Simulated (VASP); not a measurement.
BaHfO3 (cubic perovskite) is relaxed at rising pressure, each step from the one before. Symmetry mostly holds the structure type, and other phases were not tried. The mesh follows the cell, and a change of mesh leaves a small step in the series.

Given:

```
CELL_PARAMETERS angstrom
      4.12073     0.00000     0.00000
      0.00000     4.12073     0.00000
      0.00000     0.00000     4.12073
ATOMIC_POSITIONS crystal
  Ba 0.00000 0.00000 0.00000
  Hf 0.50000 0.50000 0.50000
  O  0.50000 0.00000 0.50000
  O  0.00000 0.50000 0.50000
  O  0.50000 0.50000 0.00000
```

Calculation: LDA (Ceperley-Alder, Perdew-Zunger), VASP's LDA PAW potentials (set 64) (plane waves; VASP 6.6.1). Numerical set-up: 620 eV cut-off, 6×6×6 Γ-centred mesh, Gaussian smearing of 0.050 eV, potentials Ba_sv Hf_pv O.

Unless said otherwise, spin-orbit coupling is left out, though it shifts the bands of the heavy elements here.

| P (GPa) | V (Å³/atom) | H − H(0) (eV/atom) | space group | gap on the mesh (eV) | k-mesh |
|---|---|---|---|---|---|
| 0 | 13.99 | 0.000 | Pm-3m | 3.48 | 6×6×6 |
| 5 | 13.65 | 0.432 | Pm-3m | 3.52 | 6×6×6 |
| 10 | ___ | ___ | Pm-3m | 3.55 | 6×6×6 |
| 20 | 12.82 | 1.670 | Pm-3m | 3.61 | 6×6×6 |
| 30 | ___ | ___ | Pm-3m | 3.60 | 6×6×6 |
| 45 | 11.85 | 3.592 | Pm-3m | 3.54 | 6×6×6 |

Task: Complete the blanks.

Result: 
- 10, V (Å³/atom): 13.34
- 10, H − H(0) (eV/atom): 0.853
- 30, V (Å³/atom): 12.38
- 30, H − H(0) (eV/atom): 2.457

Pressures at which the relaxation failed are left out.

The compound is BaHfO3 in the cubic perovskite structure.
